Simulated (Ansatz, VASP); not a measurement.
# WC (Qusongite): VASP beside Ansatz, part 2 of 2

Aim: how closely do two programs agree when they are given the same cell, functional and k mesh? The cell is taken from a series of VASP runs on this material, whose earlier steps may have relaxed, scaled or displaced it; both programs get it as it stands.

VASP 6.6.1 and Ansatz 0.2.0.

So far: Starting point; VASP: relaxation of cell and atoms, r2SCAN with rVV10.

### Step 3. Ansatz: relaxation of cell and atoms, r2SCAN with rVV10

Level of this step: Ansatz beside VASP: Kohn-Sham DFT, plane waves, r2SCAN with rVV10 (Ansatz).

Ansatz runs on its default PAW (the set named soft_2) files.

The same cell, functional, mesh and smearing now go to Ansatz, which takes its cutoff from its data sets.

File input.yaml:

```yaml
crystal:
  lattice:
    - [2.9065, 0.0, 0.0]
    - [-1.45325, 2.5171028361, 0.0]
    - [0.0, 0.0, 2.8366]
  atoms:
    - { symbol: W, position: [0.0, 0.0, 0.0] }
    - { symbol: C, position: [0.6666666667, 0.3333333333, 0.5] }
hamiltonian:
  xc: r2scan
  pseudopotentials: { kind: paw }
  dispersion: rvv10
kpoints:
  mp_grid: { grid: [8, 8, 8] }
scf:
  occupations: { method: gaussian, width: 0.03 }
relax:
  f_tol: 0.01
  max_steps: 60
  cell: { stress_tol: 0.05 }
output:
  forces: true
  stress: true
```

On the command line:

```console
ansatz run input.yaml --threads 4 --pin off --max-ram 9216MiB --backend cpu --events-out ev --progress --plain --runs-dir out
```

Numbers of over 12 decimals in the logs are rounded to 6 here.

The program printed:

```text
Engine: ansatz 0.2.0, aarch64-unknown-linux-gnu
Pseudopotentials: kind: paw
Pseudopotential: W, paw, valence charge 14, recommended cutoff 500 eV (meta_gga), W.paw.azcp
Pseudopotential: C, paw, valence charge 4, recommended cutoff 500 eV (meta_gga), C.paw.azcp
Functional definition: r2SCAN+rVV10
  parameter k0 = 0.174
  parameter k1 = 0.065
  parameter a1 = 4.9479
  exchange = r2scan_x(k0 = k0, k1 = k1, a1 = a1)
  correlation = r2scan_c + rvv10(11.95, 0.0093)
Crystal: 2 atoms, lattice volume = 20.752 Å³
Basis set: ecut = 500 eV, 539 PW (Γ), exchange–correlation on 96×96×96 points (64 copies of the dense FFT grid, shifted against one another)
Bands: 13, of which v1, the nominal top of the filled ones, is band 9 counted from 1 (8 counted from 0)
Symmetry: 12 space group operations
Space group: P-6m2 (ITA 187), of the structure as read, at distance tolerance 2.7e-5 Å
k-points: 50 of 512 (time reversal used)
Non-local potential: W, projectors of the file, l = 0: 3, l = 1: 2, l = 2: 2, l = 3: 1
Non-local potential: C, projectors of the file, l = 0: 2, l = 1: 2, l = 2: 1
PAW form: soft (Blöchl's): semilocal exchange-correlation on the pseudo side does not see the compensation charge
rVV10 density: all electrons in the spheres
PAW frozen core: W, regenerated for the run's functional (the file was generated under x = pbe(κ = 0.804, μ = 0.219515), c = pbe(β = 0.066725))
PAW frozen core: C, regenerated for the run's functional (the file was generated under x = pbe(κ = 0.804, μ = 0.219515), c = pbe(β = 0.066725))
PAW one-centre angular grid: W, 590 points (default); XC on 160 Gauss nodes
PAW one-centre angular grid: C, 302 points (default); XC on 239 of its mesh's 2573 points in the sphere
Initial density: superposition of atomic densities (neutral atoms: chi_scale 0, normalization atom), corrected by the library's trained network
Initial wavefunctions: pseudopotential atomic-orbital guess
Functional: x = r2scan, c = r2scan + rvv10(b = 11.95, C = 0.0093); τ floored in thin density (d = 2e-4 eV/Å³)
SCF iter   1: F=—  HF=-10646.365295 eV  |F-HF|=—  |Δ(HF+E_count)|=         —  Δρ=1.09e-2  dr2=1.12e-2  dr2_τ=1.78e-1  ethr=1.77e-3  ⟨swp⟩=6.2  Hψ=3678  notcnv=0
preconditioner: auto → none  [insulator: Δε(μ)=0.038 eV  Ē_g=10.624 eV  σ=0.030 eV  W_gap=0.51  n_scr=8 (ndim 8)  ℏωp=25.8 eV  f_vac=0.000  D(μ)=0.99/eV (n_scr^D=8)  ε∞_Penn≈6.9]
SCF iter   2: F=—  HF=-10646.438736 eV  |F-HF|=—  |Δ(HF+E_count)|=   7.34e-2  Δρ=7.70e-3  dr2=1.07e-2  dr2_τ=1.54e-3  ethr=6.24e-5  ⟨swp⟩=2.0  Hψ=1497  notcnv=0  defer=3
SCF iter   3: F=—  HF=-10646.437973 eV  |F-HF|=—  |Δ(HF+E_count)|=   7.63e-4  Δρ=4.63e-3  dr2=1.16e-3  dr2_τ=2.62e-4  ethr=5.95e-5  ⟨swp⟩=2.4  Hψ=1061  notcnv=0  defer=3
SCF iter   4: F=—  HF=-10646.439741 eV  |F-HF|=—  |Δ(HF+E_count)|=   1.77e-3  Δρ=1.45e-3  dr2=1.43e-4  dr2_τ=3.46e-5  ethr=6.43e-6  ⟨swp⟩=2.0  Hψ=936  notcnv=0  defer=3
SCF iter   5: F=—  HF=-10646.439898 eV  |F-HF|=—  |Δ(HF+E_count)|=   1.57e-4  Δρ=3.03e-4  dr2=2.05e-5  dr2_τ=1.10e-6  ethr=7.96e-7  ⟨swp⟩=2.6  Hψ=1041  notcnv=0  defer=3
SCF iter   6: F=—  HF=-10646.439900 eV  |F-HF|=—  |Δ(HF+E_count)|=   2.58e-6  Δρ=3.47e-5  dr2=1.49e-7  dr2_τ=3.45e-8  ethr=1.14e-7  ⟨swp⟩=2.0  Hψ=877  notcnv=0  defer=3
SCF iter   7: F=-10646.439901 eV  HF=-10646.439901 eV  |F-HF|=1.21e-8  |Δ(HF+E_count)|=   8.51e-8  Δρ=1.09e-5  dr2=1.62e-8  dr2_τ=1.74e-9  ethr=5.56e-10  ⟨swp⟩=5.0  Hψ=2365  notcnv=0
SCF 1 converged in 7 iterations: F = -10646.439901 eV  dr2 = 1.62e-8
  greatest PAW one-centre occupation: 0.999 electrons in one spin orbital (limit 2), on the W atom at site 0 (counted from 0), in its partial waves of l = 0
relax step   1: F+E_penalty+E_count = -10646.43990059 eV  Δ(F+E_penalty+E_count) = +0.000e0 eV  max|allowed force component| = 1.156e-16 eV/Å  Δτ_max = 0.0000 Å  P = -0.633 GPa  Ω = 20.752 Å³  (7 SCF iters, dr2 threshold 1.00e-7 eV, accepted)
[...]
relax step   2: F+E_penalty+E_count = -10646.43848979 eV  Δ(F+E_penalty+E_count) = +1.411e-3 eV  max|allowed force component| = 1.608e-16 eV/Å  Δτ_max = 0.0000 Å  P = -0.022 GPa  Ω = 20.745 Å³  energy of the carried Pulay correction = +3.611e-6 eV  (5 SCF iters, dr2 threshold 2.00e-7 eV, rejected (line search))
[...]
relax step   3: F+E_penalty+E_count = -10646.44026035 eV  Δ(F+E_penalty+E_count) = -3.598e-4 eV  max|allowed force component| = 5.551e-17 eV/Å  Δτ_max = 0.0000 Å  P = -0.036 GPa  Ω = 20.729 Å³  energy of the carried Pulay correction = +1.241e-5 eV  (7 SCF iters, accepted)
[...]
relax step   4: F+E_penalty+E_count = -10646.44024020 eV  Δ(F+E_penalty+E_count) = +2.015e-5 eV  max|allowed force component| = 9.252e-17 eV/Å  Δτ_max = 0.0000 Å  P = -0.036 GPa  Ω = 20.729 Å³  stress off target by 4.71e-2 GPa  SCF on the basis re-selected at this cell (its energy is not comparable with the rows above)  (4 SCF iters)
basis re-selected at this cell: Δ(F+E_penalty+E_count) = +2.015e-5 eV, ΔP = -0.000 GPa vs the last step (what re-selecting the basis moved, of the pressure what is left beyond the Pulay correction that the steps carried, after the strain that the cell walked since its last selection, with what the two solves' SCF thresholds leave and, on support functions, any second-order correction that the steps lacked; it is no m [...]
SCF converged after 4 iterations
Free energy (F): -10646.440240 eV
Harris-Foulkes:  -10646.440240 eV  (|F-HF|=1.82e-12)
Internal energy: -10646.439849 eV  (E = F + TS)
E sigma→0 (E₀):  -10646.440045 eV
Entropy (-TS):   -0.000391 eV (-0.196 meV/atom)
Fermi energy:    20.514546 eV
--- Per-component energies (eV) ---
  E_band       = -74.395701
  E_kinetic    = 542.574927
  E_local      = -664.466637  (includes V_loc(G=0)·N_el)
  E_nonlocal   = 25.769383
  E_hartree    = 235.543870
  E_xc         = -295.032159
  E_vxc        = -326.961512  (∫ρ·V_xc dr)
  E_paw        = -8693.358806  (= ΣΔE_a)
  E_vpaw       = -139.111773  (= ΣTr[D̂ρ^β])
  E_aug_tail   = -0.000027  (compensation charges beyond the density's cutoff)
  E_vtau       = 16.712188  (kinetic-family band-sum trace: ∫τ·v_τ [+ j·A + Jᵃ·Aᵃ] dr)
  E_ewald      = -1796.857678
  E_core_change = -0.612723  (= ΣΔE_core)
  E_smearing   = -0.000391  (= −TS)
  E_closure    = 0.000000  (closes the sum)
  Σ components = -10646.440240   (vs F -10646.440240, Δ=0.00e0)
--- Forces (eV/Å), atoms counted from 1 ---
  atom   1  W     -0.00000000     0.00000000     0.00000000
  atom   2  C      0.00000000     0.00000000    -0.00000000
  max |Σ_I F_I| component: 2.59e-16 eV/Å
--- Stress (GPa, compression-positive) ---
       -0.029848      -0.000000       0.000000
       -0.000000      -0.029848       0.000000
        0.000000       0.000000      -0.047137
  P = ⅓ Tr σ = -0.0356 GPa (-0.356 kbar)
--- Relaxed structure (3 steps of the walk, 2 accepted, 1 SCFs on fresh bases) ---
  F+E_penalty+E_count = -10646.44024020 eV   max|allowed force component| = 9.252e-17 eV/Å   (the final SCF, on the basis selected at the relaxed cell)
  cell:  # Å, volume = 20.7288 Å³
    - [2.908161, 1.8442103703588078e-19, 0]
    - [-1.454081, 2.518541, 0]
    - [0, 0, 2.830129]
  atoms:
    - { symbol: W, position: [-3.700743415524894e-17, 0, 0] }
    - { symbol: C, position: [0.666667, 0.333333, 0.5] }
```

It took 3.9 s on 4 threads of Arm Neoverse V2, shared host; peak memory 0.38 GiB; 14 s of CPU time.

### Step 4. Differences

Known differences besides the potentials themselves: VASP keeps PBE cores, Ansatz makes them for the functional; both relaxations stop at a tolerance, which leaves soft axes loose, and VASP keeps its plane-wave basis; the data sets hold 18 valence electrons in Ansatz (default PAW (the set named soft_2) files) and 10 in VASP; the cutoff is 500 eV in Ansatz and 520 eV in VASP; Ansatz adds a Pulay correction to the stress that steers its cell, VASP none. Total energies have different zeros and are not compared.

Both answers:

```csv
quantity,Ansatz,VASP,difference
volume (Å³),20.73,20.71,+0.07 %
"edge a after relaxation, in the typed setting (Å)",2.908,2.907,+0.04 %
"edge c after relaxation, in the typed setting (Å)",2.830,2.830,-0.01 %
```

The walks stopped with -0.04 GPa left in Ansatz and 0.03 GPa in VASP; each walk ends within a tolerance, so the volume difference is uncertain by about these residues over the bulk modulus, most in soft cells.

### Step 5. Outcome

* difference in volume (relaxation of cell and atoms, r2SCAN with rVV10): 0.067 %

The difference in volume is 0.067 % (relaxation of cell and atoms, r2SCAN with rVV10), within the 1.2 % picked in this series as the mark of a large difference, as far as the stopping tolerances let one tell. How closely two codes agree says nothing of how well the functional describes the real material.

[Lines on the potential files, build, host, timing and source positions are cut from VASP's logs without a mark.]

[Logs are printed without paths, hosts, clocks, repeated set-up lines and the standing remarks that a program may print on its own settings, such as how far it seeks lower states.]

[Hosts, paths, dates, database ids (printed as entryN), source tags and the programs' standing remarks are cut or masked in the printed files.]
